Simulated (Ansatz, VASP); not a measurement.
# Zn10In18O37 (partly crystallised 47In2O3-53ZnO (mol %)) in two plane-wave programs

Wanted: the spread between two codes on one cell, functional and k mesh. The structure shown is the start of the Ansatz relaxation below; VASP solves that cell, so the two are compared at the walk's first step.

Method: plane waves, with VASP 6.6.1 beside it; single point at PBE, in Ansatz 0.2.0.

### 1. Set-up

The cell holds 65 atoms: 18 In, 10 Zn and 37 O. Cell: a = 9.799 Å, b = 9.566 Å, c = 9.476 Å, α = 89.7°, β = 88.3°, γ = 83.8°. As first built, before any earlier steps moved the atoms (in the runner's words): 65 atoms (18 Sc, 10 Zn, 37 O) placed at random at 4.13 g/cm^3, melted at 5000 K for 10 ps at fixed volume with the Morse and Coulomb pair potential with partial charges (Pedone, Malavasi, Menziani, Cormack and Segre, J. Phys. Chem. B 110, 11780 (2006)). Quenched from 5000 K to 300 K at 300 K/ps and fixed volume, held 10 ps at zero pressure, then minimised at fixed cell. Then Sc was replaced by In and the cell scaled by 1.027 (the potential has no terms for the new elements, so the cell is a start for a DFT relaxation).

### 2. Ansatz: relaxation, PBE

Ansatz runs on its PAW soft_1 files.

The two programs are compared at the cell with which this relaxation starts, whose forces are those of its first step.

Input file input.yaml:

```yaml
crystal:
  lattice:
    - [9.78382, 0.52838, 0.13959]
    - [0.52605, 9.55117, 0.01768]
    - [0.13977, 0.01908, 9.4753]
  atoms:
    - { symbol: In, position: [0.7873, 0.55871, 0.31635] }
    - { symbol: In, position: [0.04929, 0.07843, 0.18478] }
    - { symbol: In, position: [0.29337, 0.54686, 0.91857] }
    - { symbol: In, position: [0.26482, 0.91331, 0.47845] }
    - { symbol: In, position: [0.60256, 0.90504, 0.46721] }
    - { symbol: In, position: [0.94854, 0.58132, 0.97979] }
    - { symbol: In, position: [0.75849, 0.06295, 0.71233] }
    - { symbol: In, position: [0.93722, 0.87883, 0.45186] }
    - { symbol: In, position: [0.24169, 0.54202, 0.47599] }
    - { symbol: In, position: [0.39614, 0.24698, 0.58734] }
    - { symbol: In, position: [0.96864, 0.25243, 0.46256] }
    - { symbol: In, position: [0.1379, 0.72874, 0.20394] }
    - { symbol: In, position: [0.06524, 0.37192, 0.74122] }
    - { symbol: In, position: [0.41994, 0.06748, 0.20028] }
    - { symbol: In, position: [0.09685, 0.87971, 0.82154] }
    - { symbol: In, position: [0.76509, 0.92393, 0.09081] }
    - { symbol: In, position: [0.62327, 0.57559, 0.96706] }
    - { symbol: In, position: [0.47075, 0.67294, 0.6731] }
    - { symbol: Zn, position: [0.13809, 0.38721, 0.18176] }
    - { symbol: Zn, position: [0.44779, 0.91587, 0.83484] }
    - { symbol: Zn, position: [0.23534, 0.16449, 0.93903] }
    - { symbol: Zn, position: [0.79532, 0.24652, 0.03991] }
    - { symbol: Zn, position: [0.46031, 0.41958, 0.23183] }
    - { symbol: Zn, position: [0.69904, 0.20372, 0.33616] }
    - { symbol: Zn, position: [0.71231, 0.38149, 0.64677] }
    - { symbol: Zn, position: [0.53502, 0.22754, 0.91631] }
    - { symbol: Zn, position: [0.46918, 0.74059, 0.24675] }
    - { symbol: Zn, position: [0.80834, 0.7027, 0.69336] }
    - { symbol: O, position: [0.23508, 0.18647, 0.15498] }
    - { symbol: O, position: [0.82065, 0.1099, 0.18408] }
    - { symbol: O, position: [0.427, 0.06689, 0.96444] }
    - { symbol: O, position: [0.07592, 0.04391, 0.43061] }
    - { symbol: O, position: [0.44609, 0.71113, 0.9051] }
    - { symbol: O, position: [0.59244, 0.90456, 0.23432] }
    - { symbol: O, position: [0.41717, 0.06313, 0.45099] }
    - { symbol: O, position: [0.47034, 0.41893, 0.98181] }
    - { symbol: O, position: [0.79689, 0.43046, 0.98617] }
    - { symbol: O, position: [0.7609, 0.37491, 0.43609] }
    - { symbol: O, position: [0.97065, 0.58113, 0.20409] }
    - { symbol: O, position: [0.92088, 0.88595, 0.69054] }
    - { symbol: O, position: [0.13213, 0.71422, 0.97377] }
    - { symbol: O, position: [0.89095, 0.251, 0.67884] }
    - { symbol: O, position: [0.76031, 0.04981, 0.47992] }
    - { symbol: O, position: [0.44779, 0.75065, 0.46666] }
    - { symbol: O, position: [0.12956, 0.41254, 0.95966] }
    - { symbol: O, position: [0.96632, 0.57781, 0.75659] }
    - { symbol: O, position: [0.24393, 0.22428, 0.74151] }
    - { symbol: O, position: [0.7202, 0.09168, 0.92845] }
    - { symbol: O, position: [0.96392, 0.87671, 0.21876] }
    - { symbol: O, position: [0.66056, 0.56661, 0.72449] }
    - { symbol: O, position: [0.42333, 0.40953, 0.44675] }
    - { symbol: O, position: [0.98486, 0.29142, 0.24801] }
    - { symbol: O, position: [0.78121, 0.73122, 0.46556] }
    - { symbol: O, position: [0.60703, 0.88563, 0.69414] }
    - { symbol: O, position: [0.26684, 0.53253, 0.22665] }
    - { symbol: O, position: [0.59535, 0.57814, 0.20546] }
    - { symbol: O, position: [0.13276, 0.74086, 0.44328] }
    - { symbol: O, position: [0.11119, 0.38831, 0.52147] }
    - { symbol: O, position: [0.07187, 0.05106, 0.95712] }
    - { symbol: O, position: [0.58314, 0.23566, 0.70253] }
    - { symbol: O, position: [0.55083, 0.23242, 0.20738] }
    - { symbol: O, position: [0.30178, 0.87088, 0.23537] }
    - { symbol: O, position: [0.77289, 0.73933, 0.97321] }
    - { symbol: O, position: [0.28242, 0.88139, 0.70453] }
    - { symbol: O, position: [0.30756, 0.54484, 0.69402] }
kpoints:
  mp_grid: { grid: [2, 2, 2] }
hamiltonian:
  xc: pbe
  pseudopotentials: { kind: paw, azcp: { folder: soft_1 } }
scf:
  occupations: { method: fermi_dirac, width: 0.025 }
output:
  forces: true
  eigenvalues: true
  stress: true
relax:
  f_tol: 0.05
  max_steps: 70
```

Started as:

```console
$ ansatz run input.yaml --threads 16 --pin off --max-ram 31232MiB --backend cpu --events-out ev --progress --plain --runs-dir out
```

Numbers of over 12 decimals in the logs are rounded to 6 here.

Log:

```text
Warning: output.stress: scf.convergence.dr2_threshold = 1e-7 eV (the SCF's general default) is looser than the 6.5e-9 eV advised for a printed stress (1e-10 eV for each atom of the cell: 65). What an SCF threshold leaves in a stress goes as its square root, and in the free energy as the threshold itself, and one threshold admits the most on a small cell: [figures from the program's tests cut] Every solve of this run  [...]
Engine: ansatz 0.2.0, aarch64-unknown-linux-gnu
Pseudopotentials: kind: paw
Pseudopotential: In, paw, valence charge 13, recommended cutoff 420 eV (normal), soft_1/In.paw.azcp
Pseudopotential: Zn, paw, valence charge 12, recommended cutoff 420 eV (normal), soft_1/Zn.paw.azcp
Pseudopotential: O, paw, valence charge 6, recommended cutoff 420 eV (normal), soft_1/O.paw.azcp
Functional definition: PBE
  parameter kappa = 0.804
  parameter beta = 0.066725
  exchange = pbe_x(kappa = kappa, mu = beta*pi^2/3)
  correlation = pbe_c(beta = beta)
Crystal: 65 atoms, lattice volume = 882.617 Å³
Basis set: ecut = 420 eV, 17245 PW (Γ), exchange–correlation on 144×128×128 points (8 copies of the dense FFT grid, shifted against one another)
Bands: 353, of which v1, the nominal top of the filled ones, is band 288 counted from 1 (287 counted from 0)
Symmetry: 1 space group operations
Space group: P1 (ITA 1), of the structure as read, at distance tolerance 9.6e-5 Å
k-points: 8
Non-local potential: In, projectors of the file, l = 0: 2, l = 1: 2, l = 2: 2, l = 3: 1
Non-local potential: Zn, projectors of the file, l = 0: 2, l = 1: 2, l = 2: 3, l = 3: 1
Non-local potential: O, projectors of the file, l = 0: 2, l = 1: 2, l = 2: 1
PAW form: soft (Blöchl's): semilocal exchange-correlation on the pseudo side does not see the compensation charge
PAW one-centre angular grid: In, 590 points (default); XC on 64 Gauss nodes
PAW one-centre angular grid: Zn, 590 points (default); XC on 64 Gauss nodes
PAW one-centre angular grid: O, 110 points (default); XC on 64 Gauss nodes
Initial density: superposition of atomic densities (chi_scale 0.1, normalization cell, long waves kept (reshape's long-wave potential 0.23 eV rms))
Initial wavefunctions: pseudopotential atomic-orbital guess
Functional: x = pbe(κ = 0.804, μ = 0.219515), c = pbe(β = 0.066725)
SCF iter   1: F=—  HF=-154955.751400 eV  |F-HF|=—  |Δ(HF+E_count)|=         —  Δρ=7.70e-2  dr2=3.40e1  ethr=3.10e-3  ⟨swp⟩=6.0  Hψ=10586  notcnv=0  defer=23
preconditioner: auto → Resta (q_TF=auto, 2.541 Å⁻¹)  ε∞=4.8  [insulator: Δε(μ)=0.741 eV  Ē_g=15.320 eV  σ=0.025 eV  W_gap=1.00  n_scr=244 (ndim 8)  ℏωp=30.0 eV  f_vac=0.015  D(μ)=0.00/eV (n_scr^D=0)  ε∞_Penn≈4.8]
SCF iter   2: F=—  HF=-154947.725312 eV  |F-HF|=—  |Δ(HF+E_count)|=    8.03e0  Δρ=2.94e-2  dr2=5.96e0  ethr=3.10e-3  ⟨swp⟩=2.0  Hψ=4581  notcnv=0  defer=475
SCF iter   3: F=—  HF=-154946.356633 eV  |F-HF|=—  |Δ(HF+E_count)|=    1.37e0  Δρ=1.57e-2  dr2=1.73e0  ethr=1.04e-3  ⟨swp⟩=2.1  Hψ=4582  notcnv=0  defer=475
SCF iter   4: F=—  HF=-154946.050075 eV  |F-HF|=—  |Δ(HF+E_count)|=   3.07e-1  Δρ=5.67e-3  dr2=1.99e-1  ethr=3.01e-4  ⟨swp⟩=3.2  Hψ=3706  notcnv=0  defer=475
SCF iter   5: F=—  HF=-154946.140747 eV  |F-HF|=—  |Δ(HF+E_count)|=   9.07e-2  Δρ=3.04e-3  dr2=6.08e-2  ethr=3.46e-5  ⟨swp⟩=2.0  Hψ=4579  notcnv=0  defer=477
SCF iter   6: F=—  HF=-154946.142533 eV  |F-HF|=—  |Δ(HF+E_count)|=   1.79e-3  Δρ=1.30e-3  dr2=1.26e-2  ethr=1.06e-5  ⟨swp⟩=2.1  Hψ=4675  notcnv=0  defer=477
SCF iter   7: F=—  HF=-154946.143488 eV  |F-HF|=—  |Δ(HF+E_count)|=   9.55e-4  Δρ=4.86e-4  dr2=2.13e-3  ethr=2.18e-6  ⟨swp⟩=2.0  Hψ=3635  notcnv=0  defer=477
SCF iter   8: F=—  HF=-154946.145616 eV  |F-HF|=—  |Δ(HF+E_count)|=   2.13e-3  Δρ=4.51e-4  dr2=1.56e-3  ethr=3.69e-7  ⟨swp⟩=2.1  Hψ=4650  notcnv=0  defer=477
SCF iter   9: F=—  HF=-154946.145650 eV  |F-HF|=—  |Δ(HF+E_count)|=   3.49e-5  Δρ=9.70e-5  dr2=6.41e-5  ethr=2.70e-7  ⟨swp⟩=2.0  Hψ=4529  notcnv=0  defer=477
[...]
k-point 7: bands = [... 284 lower, 7.4186, 7.4867, 7.6516, 7.7040, 10.3344, 10.4417, 10.4821, 10.6024, ... 61 higher]
--- Relaxed structure (6 steps of the walk, 5 accepted, 0 SCFs on fresh bases) ---
  F+E_penalty+E_count = -154946.20385716 eV   max|allowed force component| = 1.833e-2 eV/Å
  atoms:
    - { symbol: In, position: [0.789191, 0.557440, 0.316188] }
    - { symbol: In, position: [0.049643, 0.078232, 0.184179] }
    - { symbol: In, position: [0.292475, 0.543607, 0.920286] }
    - { symbol: In, position: [0.266235, 0.913461, 0.477038] }
    - { symbol: In, position: [0.604533, 0.904196, 0.469555] }
    - { symbol: In, position: [0.947126, 0.584458, 0.979326] }
    - { symbol: In, position: [0.761690, 0.064607, 0.712010] }
    - { symbol: In, position: [0.938202, 0.877890, 0.452030] }
    - { symbol: In, position: [0.237091, 0.538944, 0.475374] }
    - { symbol: In, position: [0.396250, 0.245996, 0.588591] }
    - { symbol: In, position: [0.967613, 0.251949, 0.462582] }
    - { symbol: In, position: [0.140103, 0.728677, 0.202742] }
    - { symbol: In, position: [0.062231, 0.374054, 0.741137] }
    - { symbol: In, position: [0.419989, 0.067949, 0.201104] }
    - { symbol: In, position: [0.100503, 0.879657, 0.820149] }
    - { symbol: In, position: [0.765331, 0.925666, 0.092094] }
    - { symbol: In, position: [0.622546, 0.574985, 0.966289] }
    - { symbol: In, position: [0.461826, 0.669664, 0.672717] }
    - { symbol: Zn, position: [0.134787, 0.387401, 0.180746] }
    - { symbol: Zn, position: [0.456000, 0.912278, 0.836097] }
    - { symbol: Zn, position: [0.236107, 0.162559, 0.937609] }
    - { symbol: Zn, position: [0.798233, 0.247556, 0.038070] }
    - { symbol: Zn, position: [0.460703, 0.420891, 0.233614] }
    - { symbol: Zn, position: [0.698319, 0.204099, 0.336526] }
    - { symbol: Zn, position: [0.709683, 0.382345, 0.646046] }
    - { symbol: Zn, position: [0.536418, 0.225878, 0.917525] }
    - { symbol: Zn, position: [0.472324, 0.741749, 0.247341] }
    - { symbol: Zn, position: [0.799632, 0.708496, 0.696198] }
    - { symbol: O, position: [0.233598, 0.185504, 0.153880] }
    - { symbol: O, position: [0.820906, 0.111692, 0.183627] }
    - { symbol: O, position: [0.429833, 0.065497, 0.964015] }
    - { symbol: O, position: [0.075558, 0.043179, 0.429277] }
    - { symbol: O, position: [0.443636, 0.710261, 0.905184] }
    - { symbol: O, position: [0.593532, 0.904654, 0.235516] }
    - { symbol: O, position: [0.416896, 0.062621, 0.452233] }
    - { symbol: O, position: [0.472310, 0.418149, 0.981595] }
    - { symbol: O, position: [0.799449, 0.431515, 0.985317] }
    - { symbol: O, position: [0.758878, 0.375004, 0.435829] }
    - { symbol: O, position: [0.971404, 0.582393, 0.203540] }
    - { symbol: O, position: [0.925560, 0.888318, 0.689581] }
    - { symbol: O, position: [0.131359, 0.713939, 0.973066] }
    - { symbol: O, position: [0.890674, 0.251896, 0.678971] }
    - { symbol: O, position: [0.759902, 0.049508, 0.479390] }
    - { symbol: O, position: [0.452286, 0.751947, 0.467264] }
    - { symbol: O, position: [0.128515, 0.412646, 0.958864] }
    - { symbol: O, position: [0.960474, 0.580740, 0.756266] }
    - { symbol: O, position: [0.242452, 0.223465, 0.740305] }
    - { symbol: O, position: [0.722803, 0.093560, 0.928679] }
    - { symbol: O, position: [0.964997, 0.877378, 0.218299] }
    - { symbol: O, position: [0.655435, 0.567121, 0.723954] }
    - { symbol: O, position: [0.422765, 0.409988, 0.449485] }
    - { symbol: O, position: [0.982735, 0.292545, 0.247807] }
[...]
- { symbol: O, position: [0.106663, 0.389084, 0.520879] }
    - { symbol: O, position: [0.074055, 0.050745, 0.956452] }
    - { symbol: O, position: [0.583193, 0.236073, 0.702716] }
    - { symbol: O, position: [0.548274, 0.231535, 0.209695] }
    - { symbol: O, position: [0.302367, 0.870741, 0.235100] }
    - { symbol: O, position: [0.768664, 0.741287, 0.974153] }
    - { symbol: O, position: [0.287420, 0.878471, 0.703128] }
    - { symbol: O, position: [0.300602, 0.543626, 0.695359] }
```

(Continued in part 2 of 2.)

[Lines on the potential files, build, host, timing and source positions are cut from VASP's logs without a mark.]

[Logs are printed without paths, hosts, clocks, repeated set-up lines and the standing remarks that a program may print on its own settings, such as how far it seeks lower states.]

[Hosts, paths, dates, database ids (printed as entryN), source tags and the programs' standing remarks are cut or masked in the printed files.]
